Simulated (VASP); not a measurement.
Given:

```
CSi
1.0
    0.00000     2.17699     2.17699
    2.17699     0.00000     2.17699
    2.17699     2.17699     0.00000
Si C
1 1
Direct
  0.25000   0.25000   0.25000
  0.00000   0.00000   0.00000
```

Calculation: PBE GGA, VASP's PBE PAW potentials (set 64) (plane waves; VASP). Run with PREC = Normal, 500 eV cut-off, 5×5×5 Γ-centred mesh, Gaussian smearing of 0.010 eV, potentials Si_GW C_GW_new.

### Question
Give the stress tensor in GPa (positive for a compressed cell).

### Answer

```
4.23  0.00  0.00
0.00  4.23  0.00
0.00  0.00  4.23
```
The pressure is its mean diagonal, 4.23 GPa.

The structure comes from a computed database's SiC entry (F-43m); how it stands against other phases isn't given here. The cell was not relaxed at this level. The k-mesh is coarse (spacing up to 0.50 per Å, 2π included), so the numbers may not be converged in it.
